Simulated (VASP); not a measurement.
```
CELL_PARAMETERS angstrom
      0.00000     2.12401     2.12401
      2.12401     0.00000     2.12401
      2.12401     2.12401     0.00000
ATOMIC_POSITIONS crystal
  Si 0.00000 0.00000 0.00000
  C  0.25000 0.25000 0.25000
```

These are PBE GGA, VASP's PBE PAW potentials (set 64) (plane waves; VASP) values and carry that method's errors. Run with 600 eV cut-off, 10×10×10 Γ-centred mesh, Gaussian smearing of 0.050 eV, potentials Si C.

### Question
Give the stress tensor in GPa (positive for a compressed cell).

### Answer

```
23.02   0.00   0.00
 0.00  23.02   0.00
 0.00   0.00  23.02
```
The pressure is its mean diagonal, 23.02 GPa.

The compound is SiC in the zinc blende structure. This cell was strained or had an atom moved on purpose.
